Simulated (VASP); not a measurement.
Method: PBEsol GGA, VASP's PBE PAW potentials (set 64) (plane waves; VASP).

Input for VASP

**INCAR**
```
LREAL = .FALSE.   ! projection in real space or not
GGA = PS   ! PBEsol
SIGMA = 0.1
NELM = 100
NSW = 60   ! most ionic steps
SYSTEM = Te2Au
ENCUT = 400   ! plane-wave cut-off (eV)
LMAXMIX = 6   ! l cut-off of mixed one-centre charges
PREC = Accurate
ALGO = Normal   ! blocked Davidson
LASPH = .TRUE.
IBRION = 2   ! conjugate gradients
LWAVE = .FALSE.
ISIF = 3   ! ions, shape and volume
LCHARG = .FALSE.
EDIFF = 1E-6   ! SCF stop (eV)
EDIFFG = -0.02   ! ionic stop
ISMEAR = 1   ! Methfessel-Paxton
```

File POSCAR:
```
Te2Au
1.0
  2.1365144786   3.5560261758   0.0315684992
  2.1365144786  -3.5560261758  -0.0315684992
  0.0000000000  -0.0465767850  -5.0114917807
Te Au
2 1
Cart
  2.1365144786  -1.2782307977  -3.5705729960
  2.1365144786   1.2316540127  -1.4409187847
  0.0000000000   0.0000000000   0.0000000000
```

### KPOINTS
```
Automatic mesh
0
Gamma
8 8 6
0 0 0
```

POTCAR, in this order: Te Au (PBE.64 set). Program: vasp_std.

What VASP printed:

### OUTCAR
```
 ion  position               nearest neighbor table
   1  0.325  0.675  0.710-   3 2.75   3 2.86   3 2.86   2 3.17   2 3.17   2 3.29
   2  0.675  0.325  0.290-   3 2.75   3 2.86   3 2.86   1 3.17   1 3.17   1 3.29
   3  0.000  0.000  0.000-   1 2.75   2 2.75   2 2.86   1 2.86   2 2.86   1 2.86
  LATTYP: Found a base centered monoclinic cell.
 ALAT       =     7.1123325943
 B/A-ratio  =     0.6007914985
 C/A-ratio  =     0.7046504296
 COS(beta)  =    -0.0181699607
 Subroutine PRICEL returns:
 Original cell was already a primitive cell.
 Subroutine GETGRP returns: Found  4 space group operations
The static configuration has the point symmetry C_2h.
The dynamic configuration has the point symmetry C_2h.
 Subroutine INISYM returns: Found  4 space group operations
 Subroutine IBZKPT returns following result:
 Found    114 irreducible k-points:

 Following reciprocal coordinates:
            Coordinates               Weight
  0.000000  0.000000  0.000000      1.000000
  0.125000 -0.000000 -0.000000      4.000000
  0.250000 -0.000000 -0.000000      4.000000
  0.375000  0.000000  0.000000      4.000000
  0.500000 -0.000000 -0.000000      2.000000
  0.125000  0.125000  0.000000      2.000000
  0.250000  0.125000 -0.000000      4.000000
  0.375000  0.125000 -0.000000      4.000000
  0.500000  0.125000  0.000000      4.000000
 -0.375000  0.125000  0.000000      4.000000
 -0.250000  0.125000 -0.000000      4.000000
 -0.125000  0.125000  0.000000      2.000000
  0.250000  0.250000  0.000000      2.000000
  0.375000  0.250000  0.000000      4.000000
  0.500000  0.250000 -0.000000      4.000000
 -0.375000  0.250000  0.000000      4.000000
 -0.250000  0.250000  0.000000      2.000000
  0.375000  0.375000  0.000000      2.000000
  0.500000  0.375000 -0.000000      4.000000
 -0.375000  0.375000 -0.000000      2.000000
  0.500000  0.500000  0.000000      1.000000
 -0.000000  0.000000  0.166667      2.000000
  0.125000  0.000000  0.166667      4.000000
  0.250000  0.000000  0.166667      4.000000
  0.375000  0.000000  0.166667      4.000000
  0.500000  0.000000  0.166667      4.000000
 -0.375000 -0.000000  0.166667      4.000000
 -0.250000 -0.000000  0.166667      4.000000
 -0.125000  0.000000  0.166667      4.000000
  0.125000  0.125000  0.166667      4.000000
  0.250000  0.125000  0.166667      4.000000
  0.375000  0.125000  0.166667      4.000000
  0.500000  0.125000  0.166667      4.000000
 -0.375000  0.125000  0.166667      4.000000
 -0.250000  0.125000  0.166667      4.000000
 -0.125000  0.125000  0.166667      2.000000
  0.125000  0.250000  0.166667      4.000000
  0.250000  0.250000  0.166667      4.000000
  0.375000  0.250000  0.166667      4.000000
  0.500000  0.250000  0.166667      4.000000
   k-points           NKPTS =    114   k-points in BZ     NKDIM =    114   number of bands    NBANDS=     15
   number of dos      NEDOS =    301   number of ions     NIONS =      3
   total plane-waves  NPLWV =  28224
   dimension x,y,z NGX =    28 NGY =   28 NGZ =   36
   dimension x,y,z NGXF=    56 NGYF=   56 NGZF=   72
   ions per type =               2   1
   PREC   = accura    normal or accurate (medium, high low for compatibility)
   ISTART =      0    job   : 0-new  1-cont  2-samecut
   ICHARG =      2    charge: 1-file 2-atom 10-const
   ISPIN  =      1    spin polarized calculation?
   LNONCOLLINEAR =      F non collinear calculations
   LSORBIT =      F    spin-orbit coupling
   INIWAV =      1    electr: 0-lowe 1-rand  2-diag
   ENCUT  =  400.0 eV  29.40 Ry    5.42 a.u.   6.77  6.77  8.17*2*pi/ulx,y,z
   NELM   =    100;   NELMIN=  2; NELMDL= -5     # of ELM steps
...
```

**OSZICAR**
```
       N       E                     dE             d eps       ncg     rms          rms(c)
DAV:   1     0.997079805920E+02    0.99708E+02   -0.83010E+03  3436   0.102E+03
DAV:   2    -0.821661484117E+01   -0.10792E+03   -0.10600E+03  4428   0.206E+02
DAV:   3    -0.118996695470E+02   -0.36831E+01   -0.36616E+01  4099   0.408E+01
DAV:   4    -0.119473028961E+02   -0.47633E-01   -0.47529E-01  4703   0.498E+00
DAV:   5    -0.119477714515E+02   -0.46856E-03   -0.46851E-03  4246   0.388E-01    0.145E+01
DAV:   6    -0.113362118858E+02    0.61156E+00   -0.47698E+00  3434   0.227E+01    0.108E+01
DAV:   7    -0.112768335110E+02    0.59378E-01   -0.42383E-01  3434   0.725E+00    0.460E+00
DAV:   8    -0.112691995805E+02    0.76339E-02   -0.47715E-02  3567   0.142E+00    0.120E+00
DAV:   9    -0.112664122203E+02    0.27874E-02   -0.11359E-02  3721   0.117E+00    0.384E-01
DAV:  10    -0.112664073894E+02    0.48310E-05   -0.87587E-04  3938   0.210E-01    0.963E-02
DAV:  11    -0.112663954249E+02    0.11965E-04   -0.55381E-05  3945   0.644E-02    0.377E-02
DAV:  12    -0.112663938301E+02    0.15947E-05   -0.20862E-05  3742   0.442E-02    0.170E-02
DAV:  13    -0.112663935206E+02    0.30956E-06   -0.15373E-06  1857   0.108E-02
   1 F= -.11266394E+02 E0= -.11266325E+02  d E =-.112664E+02
       N       E                     dE             d eps       ncg     rms          rms(c)
DAV:   1    -0.112756382840E+02   -0.92445E-02   -0.42386E-01  3553   0.479E+00    0.419E-01
DAV:   2    -0.112725098344E+02    0.31284E-02   -0.60022E-03  3938   0.600E-01    0.208E-01
DAV:   3    -0.112711555506E+02    0.13543E-02   -0.20099E-03  4043   0.375E-01    0.612E-02
DAV:   4    -0.112711213817E+02    0.34169E-04   -0.18930E-04  3910   0.104E-01    0.309E-02
DAV:   5    -0.112711218190E+02   -0.43726E-06   -0.77905E-06  4085   0.221E-02
   2 F= -.11271122E+02 E0= -.11270987E+02  d E =-.472830E-02
       N       E                     dE             d eps       ncg     rms          rms(c)
DAV:   1    -0.112917116690E+02   -0.20590E-01   -0.15571E+00  3553   0.919E+00    0.808E-01
DAV:   2    -0.112802432266E+02    0.11468E-01   -0.22535E-02  3896   0.116E+00    0.396E-01
DAV:   3    -0.112753627565E+02    0.48805E-02   -0.71206E-03  4043   0.704E-01    0.123E-01
DAV:   4    -0.112752061587E+02    0.15660E-03   -0.72698E-04  3925   0.207E-01    0.608E-02
DAV:   5    -0.112752064661E+02   -0.30741E-06   -0.28331E-05  4113   0.441E-02    0.256E-02
DAV:   6    -0.112752075004E+02   -0.10343E-05   -0.42912E-06  3699   0.168E-02    0.531E-03
DAV:   7    -0.112752074287E+02    0.71723E-07   -0.52414E-07  1829   0.540E-03
   3 F= -.11275207E+02 E0= -.11274830E+02  d E =-.881391E-02
       N       E                     dE             d eps       ncg     rms          rms(c)
DAV:   1    -0.112755243513E+02   -0.31685E-03   -0.25085E-02  3609   0.117E+00    0.102E-01
DAV:   2    -0.112753375687E+02    0.18678E-03   -0.36697E-04  3854   0.148E-01    0.504E-02
DAV:   3    -0.112752590975E+02    0.78471E-04   -0.11714E-04  4036   0.897E-02    0.162E-02
DAV:   4    -0.112752567015E+02    0.23960E-05   -0.11838E-05  3841   0.263E-02    0.778E-03
DAV:   5    -0.112752567203E+02   -0.18777E-07   -0.39370E-07  1815   0.531E-03
   4 F= -.11275257E+02 E0= -.11274863E+02  d E =-.886320E-02
       N       E                     dE             d eps       ncg     rms          rms(c)
DAV:   1    -0.112822196631E+02   -0.69630E-02   -0.23699E-01  3504   0.386E+00    0.499E-01
DAV:   2    -0.112770996472E+02    0.51200E-02   -0.17283E-02  3784   0.148E+00    0.238E-01
DAV:   3    -0.112763728052E+02    0.72684E-03   -0.12532E-03  3889   0.305E-01    0.135E-01
DAV:   4    -0.112760869453E+02    0.28586E-03   -0.62557E-04  3777   0.167E-01    0.516E-02
DAV:   5    -0.112760760922E+02    0.10853E-04   -0.60826E-05  4282   0.617E-02    0.606E-02
DAV:   6    -0.112760767165E+02   -0.62438E-06   -0.59608E-06  3560   0.234E-02
   5 F= -.11276077E+02 E0= -.11275652E+02  d E =-.819996E-03
       N       E                     dE             d eps       ncg     rms          rms(c)
DAV:   1    -0.112763125497E+02   -0.23646E-03   -0.89665E-03  3525   0.744E-01    0.978E-02
DAV:   2    -0.112761196806E+02    0.19287E-03   -0.66782E-04  3784   0.288E-01    0.462E-02
DAV:   3    -0.112760917260E+02    0.27955E-04   -0.48382E-05  3868   0.612E-02    0.262E-02
DAV:   4    -0.112760803750E+02    0.11351E-04   -0.23679E-05  3777   0.325E-02    0.991E-03
DAV:   5    -0.112760797073E+02    0.66766E-06   -0.22604E-06  2338   0.122E-02
   6 F= -.11276080E+02 E0= -.11275662E+02  d E =-.822987E-03
       N       E                     dE             d eps       ncg     rms          rms(c)
DAV:   1    -0.112793087005E+02   -0.32283E-02   -0.12835E-01  3581   0.279E+00    0.330E-01
DAV:   2    -0.112770397727E+02    0.22689E-02   -0.61122E-03  3917   0.833E-01    0.141E-01
DAV:   3    -0.112765643597E+02    0.47541E-03   -0.65520E-04  4001   0.200E-01    0.800E-02
DAV:   4    -0.112764381751E+02    0.12618E-03   -0.32241E-04  3890   0.124E-01    0.359E-02
DAV:   5    -0.112764371467E+02    0.10284E-05   -0.17495E-05  3980   0.313E-02    0.371E-02
DAV:   6    -0.112764374469E+02   -0.30014E-06   -0.23699E-06  2530   0.141E-02
   7 F= -.11276437E+02 E0= -.11276094E+02  d E =-.357740E-03
       N       E                     dE             d eps       ncg     rms          rms(c)
DAV:   1    -0.112764497045E+02   -0.12558E-04   -0.45164E-04  3553   0.169E-01    0.198E-02
DAV:   2    -0.112764416408E+02    0.80638E-05   -0.21663E-05  3896   0.500E-02    0.860E-03
DAV:   3    -0.112764398178E+02    0.18229E-05   -0.22877E-06  2427   0.118E-02    0.438E-03
DAV:   4    -0.112764392376E+02    0.58027E-06   -0.12468E-06  1738   0.800E-03
   8 F= -.11276439E+02 E0= -.11276091E+02  d E =-.359530E-03
       N       E                     dE             d eps       ncg     rms          rms(c)
DAV:   1    -0.112768302703E+02   -0.39045E-03   -0.10059E-02  3525   0.823E-01    0.118E-01
DAV:   2    -0.112765761361E+02    0.25413E-03   -0.89872E-04  3742   0.337E-01    0.459E-02
DAV:   3    -0.112765403486E+02    0.35787E-04   -0.59713E-05  3973   0.636E-02    0.270E-02
DAV:   4    -0.112765283899E+02    0.11959E-04   -0.32064E-05  3756   0.347E-02    0.112E-02
DAV:   5    -0.112765281636E+02    0.22626E-06   -0.29484E-06  2799   0.132E-02
   9 F= -.11276528E+02 E0= -.11276175E+02  d E =-.889261E-04
```

OUTCAR:
```
------------------------ aborting loop because EDIFF is reached ----------------------------------------
  FORCE on cell =-STRESS in cart. coord.  units (eV):
  Direction    XX          YY          ZZ          XY          YZ          ZX
  --------------------------------------------------------------------------------------
  Total       -0.0067303      0.0055906      0.0106927      0.0000000      0.0169341      0.0000000
  in kB       -0.1415355      0.1175682      0.2248623      0.0000000      0.3561175      0.0000000
  external PRESSURE =       0.0669650 kB  Pullay stress =       0.0000000 kB
  volume of cell :       76.19
      direct lattice vectors                 reciprocal lattice vectors
     2.082524447  3.593669154 -0.006467022     0.240093220  0.139133911  0.000192612
     2.082524447 -3.593669154  0.006467022     0.240093220 -0.139133911 -0.000192612
     0.000000000  0.007046498 -5.090063744     0.000000000 -0.000353545 -0.196461683
 POSITION                                       TOTAL-FORCE (eV/Angst)
 -----------------------------------------------------------------------------------
      2.08252     -1.24609     -3.61739         0.000000      0.002342      0.016938
      2.08252      1.25313     -1.47267         0.000000     -0.002342     -0.016938
      2.08252     -3.59367      0.00647        -0.000000     -0.000000      0.000000
 -----------------------------------------------------------------------------------
    total drift:                                0.000000     -0.000000      0.000000
  FREE ENERGIE OF THE ION-ELECTRON SYSTEM (eV)
  ---------------------------------------------------
  free  energy   TOTEN  =       -11.2765281636 eV

  energy  without entropy=      -11.2754696776  energy(sigma->0) =      -11.27617533

 reached required accuracy - stopping structural energy minimisation
```
(Selected blocks of OUTCAR.)

File CONTCAR:
```
Te2Au
   1.00000000000000
     2.0825244468722639    3.5936691537496617   -0.0064670221790803
     2.0825244468722639   -3.5936691537496617    0.0064670221790803
     0.0000000000000000    0.0070464983663825   -5.0900637437882885
  Te              Au
     2     1
Direct
     0.3259304221141805    0.6740695778858193    0.7111197445726247
     0.6740695778858193    0.3259304221141805    0.2888802554273753
     0.0000000000000000    1.0000000000000000    0.0000000000000000
```

The compound is Te2Au in the sg12 structure. This run relaxes it. Symmetry was kept, so distortions that lower it aren't found. The start is the result of an earlier pass. The electron count is odd and the run is not spin-polarised, which forces a metal.
